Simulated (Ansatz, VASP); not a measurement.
Two plane-wave programs on GeMo

```xyz
4
Lattice="0.0000 3.1786 3.1786 3.1786 0.0000 3.1786 3.1786 3.1786 0.0000" Properties=species:S:1:pos:R:3 pbc="T T T"
Ge    3.1786    3.1786    3.1786
Ge    4.7679    4.7679    4.7679
Mo    0.0000    0.0000    0.0000
Mo    1.5893    1.5893    1.5893
```

Alike in both runs: functional PBE; k mesh 12 × 12 × 12; occupations gaussian, width 0.1 eV; no spin polarisation.

Ansatz relaxed the structure, and its values are those at the end. VASP's run is a single point on that final structure, the one shown.

|  | VASP | Ansatz |
| --- | --- | --- |
| version | VASP 6.6.1 | Ansatz 0.2.0 |
| potentials or method | VASP PAW PBE potentials, release 64 (Ge_d, Mo_sv) | scalar-relativistic, plane waves, PAW |
| plane-wave cutoff (eV) | 520 | 420 |
| valence electrons in the cell | 56 | 56 |

Ansatz gave:

```
gap on the k mesh at the Fermi level (eV) : none
pressure (GPa)                            : 0.0
```

Q: Estimate VASP's values.

A: gap on the k mesh at the Fermi level (eV): none; pressure (GPa): 0.3.

A gap of «none» marks a metal or a gap that the smearing closes. With one functional, cell and mesh, what is left measures potentials, basis and numerics.
